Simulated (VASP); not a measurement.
Method: PBE GGA, VASP's PBE PAW potentials (set 64) (plane waves; VASP).

A VASP calculation is set up with these files.

### KPOINTS
```
Automatic
0
G
6 6 3
```

File POSCAR:
```
SnSe2
3.88620
  0.5000000000  -0.8660254233   0.0000000000
  0.5000000000   0.8660254233   0.0000000000
  0.0000000000   0.0000000000   1.6115485564
Sn Se
1 2
Cart
  0.0000000000   0.0000000000   0.0000000000
  0.5000000000   0.2886757184   0.4028871391
  0.5000000000  -0.2886757184   1.2086614173
```

INCAR:
```
# general
SYSTEM   =  SnSe2
PREC     =  Accurate
ENCUT    =  520
LREAL    =  .False.   # projection in real space or not
LASPH    =  .True.   # aspherical one-centre terms

# electronic loop
EDIFF    =  1E-6   # SCF stop (eV)
NELM     =  100   # most electronic steps
ALGO     =  Normal   # blocked Davidson
LMAXMIX  =  4   # l cut-off of mixed one-centre charges

# smearing
ISMEAR   =  0
SIGMA    =  0.05

# functional
GGA      =  PE

# ions
ISIF     =  2   # forces and stress, cell fixed

# output
LWAVE    =  .False.
LCHARG   =  .False.
```

POTCAR, in this order: Sn_d Se (PBE.64 set). Program: vasp_std.

What VASP printed:

### OSZICAR
```
       N       E                     dE             d eps       ncg     rms          rms(c)
DAV:   1     0.196088477428E+03    0.19609E+03   -0.12524E+04   581   0.169E+03
DAV:   2     0.898902822763E+01   -0.18710E+03   -0.18459E+03   611   0.385E+02
DAV:   3    -0.114326907194E+02   -0.20422E+02   -0.19996E+02   708   0.121E+02
DAV:   4    -0.120927802439E+02   -0.66009E+00   -0.65947E+00   749   0.220E+01
DAV:   5    -0.121066836914E+02   -0.13903E-01   -0.13902E-01   857   0.329E+00    0.477E+00
DAV:   6    -0.118490248778E+02    0.25766E+00   -0.64926E-01   856   0.874E+00    0.310E+00
DAV:   7    -0.118340102024E+02    0.15015E-01   -0.15804E-01   737   0.275E+00    0.101E+00
DAV:   8    -0.118341208048E+02   -0.11060E-03   -0.12694E-02   701   0.116E+00    0.272E-01
DAV:   9    -0.118346951001E+02   -0.57430E-03   -0.14900E-03   654   0.331E-01    0.817E-02
DAV:  10    -0.118347106670E+02   -0.15567E-04   -0.13161E-04   839   0.905E-02    0.322E-02
DAV:  11    -0.118347466618E+02   -0.35995E-04   -0.55939E-05   622   0.480E-02    0.981E-03
DAV:  12    -0.118347470396E+02   -0.37780E-06   -0.27503E-06   658   0.149E-02
   1 F= -.11834747E+02 E0= -.11834747E+02  d E =-.705376E-15
```

**OUTCAR**
```
------------------------ aborting loop because EDIFF is reached ----------------------------------------
  FORCE on cell =-STRESS in cart. coord.  units (eV):
  Direction    XX          YY          ZZ          XY          YZ          ZX
  --------------------------------------------------------------------------------------
  Total        0.3543635      0.3543635      1.0479051      0.0000000      0.0000000      0.0000000
  in kB        6.9312256      6.9312259     20.4966578      0.0000000      0.0000000      0.0000000
  external PRESSURE =      11.4530364 kB  Pullay stress =       0.0000000 kB
  volume of cell :       81.91
      direct lattice vectors                 reciprocal lattice vectors
     1.943100000 -3.365548000  0.000000000     0.257320776 -0.148564216  0.000000000
     1.943100000  3.365548000  0.000000000     0.257320776  0.148564216  0.000000000
     0.000000000  0.000000000  6.262800000     0.000000000  0.000000000  0.159672990
 POSITION                                       TOTAL-FORCE (eV/Angst)
 -----------------------------------------------------------------------------------
      0.00000      0.00000      0.00000        -0.000000     -0.000000      0.000000
      1.94310      1.12185      1.56570        -0.000000      0.000000      0.159645
      1.94310     -1.12185      4.69710         0.000000     -0.000000     -0.159645
 -----------------------------------------------------------------------------------
    total drift:                                0.000000     -0.000000      0.000000
  FREE ENERGIE OF THE ION-ELECTRON SYSTEM (eV)
  ---------------------------------------------------
  free  energy   TOTEN  =       -11.8347470396 eV

  energy  without entropy=      -11.8347470396  energy(sigma->0) =      -11.83474704
```
(Selected blocks of OUTCAR.)

The compound is SnSe2 in the 1T layered structure. The cell was not relaxed at this level. The run is one of a series of settings (ENCUT = 520 against the base run), some of them coarse on purpose.
